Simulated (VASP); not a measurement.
Here is a VASP 6.6.1 calculation.

INCAR

```
  PREC = Accurate
  ENCUT = 300
  EDIFF = 1E-7
  ISMEAR = 0
  SIGMA = 0.03
  LREAL = False
  LASPH = True
  NELM = 80
  ALGO = Fast
  ISIF = 2
  LWAVE = False
  LCHARG = False
  GGA = PE
  IBRION = 2
  NSW = 40
  EDIFFG = -0.01
```

Contents of KPOINTS:

```
Automatic mesh
0
Gamma
  6 6 6
```

POSCAR

```
MgO                                     
1.0
    0.0000000000      2.1310317108      2.1310317108
    2.1310317108      0.0000000000      2.1310317108
    2.1310317108      2.1310317108      0.0000000000
  Mg              O             
     1     1
Direct
     0.0000000000000000    0.0000000000000000    0.0000000000000000
     0.5000000000000000    0.5000000000000000    0.5000000000000000
```

Potentials or basis: VASP PAW PBE potentials, release 64 (Mg, O_s).

Run with:

```bash
$ cat potpaw_PBE.64/Mg/POTCAR potpaw_PBE.64/O_s/POTCAR > POTCAR
$ mpirun -np 1 vasp_std > vasp.out
```

Task: Estimate the band gap on the k mesh.

Result: 4.39 eV, direct.

Final structure:
```xyz
2
Lattice="0.0000 2.1310 2.1310 2.1310 0.0000 2.1310 2.1310 2.1310 0.0000" Properties=species:S:1:pos:R:3 pbc="T T T"
Mg    0.0000    0.0000    0.0000
O     2.1310    2.1310    2.1310
```

Caveat: the k mesh is coarse (spacing up to 0.43 Å⁻¹), so the values aren't converged; the relaxation stopped at its first step, so nothing moved.
